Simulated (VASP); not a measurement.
Set up this calculation in VASP 6.6.1, as the native input.

```yaml
Task: Born charges and dielectric tensor
Functional: RPBE
Potentials_or_basis: VASP PAW PBE potentials, release 64 (Ga_d, N)
Cutoff: 600 eV
k_mesh: 12 × 12 × 6
Occupations: gaussian, width 0.02 eV
Spin: no spin polarisation
Further_INCAR_settings: ALGO = Normal; EDIFF = 1e-08; IBRION = 8; NSW = 1
```

The structure of GaN lies in POSCAR:

```
GaN
1.0
    3.2428700000      0.0000000000      0.0000000000
   -1.6214400000      2.8084100000      0.0000000000
    0.0000000000      0.0000000000      5.2820100000
Ga N
2 2
Direct
    0.6666700000      0.3333300000      0.4990700000
    0.3333300000      0.6666700000      0.9990700000
    0.6666700000      0.3333300000      0.8759300000
    0.3333300000      0.6666700000      0.3759300000
```

The cell is a database's computed one.

One way to write it, as run:

INCAR

```
SYSTEM = GaN
  ALGO = Normal
  EDIFF = 1E-8
  ENCUT = 600
  GGA = RP
  IBRION = 8
  ISIF = 2
  ISMEAR = 0
  LASPH = .True.
  LCHARG = .False.
  LEPSILON = .True.
  LREAL = .False.
  LWAVE = .False.
  NELM = 100
  NSW = 1
  PREC = Accurate
  SIGMA = 0.02
```

KPOINTS

```
k-points
0
Gamma
  12 12 6
  0 0 0
```

Potentials or basis: VASP PAW PBE potentials, release 64 (Ga_d, N).

Run with:

```sh
$ cat potpaw_PBE.64/Ga_d/POTCAR potpaw_PBE.64/N/POTCAR > POTCAR
$ mpirun -np 1 vasp_std > vasp.out
```

Results of the run:

- Band gap on the k mesh: 1.63 eV, direct
- Electronic dielectric tensor (diagonal): 6.02, 6.02, 6.25
- Born charges (mean of the diagonal): Ga +2.70; N -2.70 e
- Highest phonon frequency at Γ, LO-TO splitting left out: 639 cm⁻¹

Wall time 48 min on 1 thread of Intel(R) Xeon(R) 6975P-C (Granite Rapids), on a shared host, peak memory 1.3 GiB.
